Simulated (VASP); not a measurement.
Write the native input for VASP 6.6.1 that does the following.

| Property | Result |
| --- | --- |
| Task | relaxation of cell and atoms |
| Functional | PBE |
| Potentials or basis | VASP PAW PBE potentials, release 64 (Zn, Cd, Se, S) |
| Cutoff | 520 eV |
| k mesh | 3 × 3 × 3 |
| Occupations | gaussian, width 0.05 eV |
| Spin | no spin polarisation |
| Further INCAR settings | PREC = Normal; LREAL = Auto; ALGO = Fast; EDIFF = 1e-05; ISYM = 0; IBRION = 2; EDIFFG = -0.03; NSW = 110; ISIF = 3 |

The structure of ZnCd2SeS2 lies in POSCAR:

```
ZnCd2SeS2
1.0
    6.2020089300     -3.6603479100      0.1735373100
    6.1586295000      3.5857823300      0.1347896800
    0.1691270700     -0.0365343400      6.7619422400
Zn Cd Se S
2 4 2 4
Direct
    0.8380670500      0.1713252300      0.4966631500
    0.1563997600      0.8330241800      0.9854377000
    0.1654613700      0.4979945100      0.5168244600
    0.4959293000      0.1750575500      0.0004460400
    0.5071439500      0.8368907200      0.5214462100
    0.8261393700      0.5098518100      0.0084620800
    0.1620285200      0.8433071300      0.3565533100
    0.8629724200      0.1516492900      0.8573307200
    0.5234035200      0.1671501900      0.3858573400
    0.8433085100      0.4703022300      0.3795720000
    0.1791738700      0.5059538700      0.8896704400
    0.4744427900      0.8328969300      0.8992322700
```

The cell was built by a generator and needn't be a form met in nature.

These files were run (other wordings do the same):

INCAR

```
SYSTEM = ZnCd2SeS2
  PREC = Normal
  ENCUT = 520
  EDIFF = 1E-5
  ISMEAR = 0
  SIGMA = 0.05
  LREAL = Auto
  LASPH = .True.
  NELM = 80
  ALGO = Fast
  ISIF = 3
  LWAVE = .False.
  LCHARG = .False.
  GGA = PE
  IBRION = 2
  NSW = 110
  EDIFFG = -0.03
  ISYM = 0
  KPAR = 2
```

KPOINTS

```
Automatic mesh
0
Gamma
  3 3 3
  0 0 0
```

Potentials or basis: VASP PAW PBE potentials, release 64 (Zn, Cd, Se, S).

Command:

```bash
$ cat potpaw_PBE.64/Zn/POTCAR potpaw_PBE.64/Cd/POTCAR potpaw_PBE.64/Se/POTCAR potpaw_PBE.64/S/POTCAR > POTCAR
$ mpirun -np 2 vasp_std > vasp.out
```

It gave:

```yaml
Relaxed_volume: 25.18 Å³/atom
Relaxed_cell: a = 7.165 Å, b = 7.153 Å, c = 6.789 Å, α = 90.09°, β = 90.19°, γ = 60.29°
Space_group_after_relaxing_to_0.05_Å: Cmc2_1 (No. 36)
Energy_gained_by_relaxing: 23.6 meV/atom
Ionic_steps: 17
Pressure_after_relaxing: 0.0 GPa
Largest_force_after_relaxing: 0.027 eV/Å
Band_gap_on_the_k_mesh: 1.10 eV, direct
```

Run time: 9 min on 2 MPI ranks on Intel(R) Xeon(R) Platinum 8488C (Sapphire Rapids), with other jobs on the host, peak memory 0.35 GiB a rank.
